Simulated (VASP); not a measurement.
An input for Quantum ESPRESSO's pw.x (written as the equivalent of a VASP run, and not itself run):

```
&CONTROL
  calculation = 'scf'
  pseudo_dir = './pseudo'
  outdir = './out'
  tprnfor = .true.
  tstress = .true.
/
&SYSTEM
  ibrav = 0
  nat = 2
  ntyp = 2
  ecutwfc = 84
  occupations = 'smearing'
  smearing = 'fermi-dirac'
  degauss = 0.009996
  input_dft = 'pbe'
/
&ELECTRONS
  conv_thr = 7.3e-08
  electron_maxstep = 100
/
ATOMIC_SPECIES
  Ti 47.867 Ti.upf
  Al 26.982 Al.upf
CELL_PARAMETERS angstrom
     2.7734000    0.0000000    0.0000000
     0.0000000    2.7734000    0.0000000
     0.0000000    0.0000000    3.9886000
ATOMIC_POSITIONS crystal
  Ti   0.0037170 -0.0153700  0.0118520
  Al   0.4962830  0.5153700  0.4881480
K_POINTS automatic
  8 8 6 0 0 0
```

Question: Translate this input to VASP (INCAR, KPOINTS, POSCAR, choice of POTCAR).

Answer: Several could match; the one computed here: 
### POSCAR
```
TiAl
1
    2.7734000000     0.0000000000     0.0000000000
    0.0000000000     2.7734000000     0.0000000000
    0.0000000000     0.0000000000     3.9886000000
Ti Al
1 1
Direct
  0.0037170000  -0.0153700000   0.0118520000
  0.4962830000   0.5153700000   0.4881480000
```

KPOINTS:
```
Automatic mesh
0
Gamma
8 8 6
0 0 0
```

**INCAR**
```
SYSTEM = TiAl
PREC = Accurate
ENCUT = 300
EDIFF = 1E-6
NELM = 100
ALGO = Normal
LREAL = .FALSE.
LASPH = .TRUE.
ISMEAR = -1
SIGMA = 0.136
GGA = PE
LMAXMIX = 4
LWAVE = .FALSE.
LCHARG = .FALSE.
ISIF = 2
```

POTCAR, in this order: Ti_sv Al (PBE.64 set). Program: vasp_std.

What does not carry over: the potentials are each code's own (VASP's PAW set, PseudoDojo norm-conserving files in pw.x), so ENCUT and ecutwfc are chosen apart and not converted; conv_thr bounds pw.x's estimated SCF error, while EDIFF bounds the energy change between steps.

The structure is a typed TiAl crystal. The cell was not relaxed at this level, atoms are displaced from their ideal sites, and its volume differs by -5.9 % from the start's.
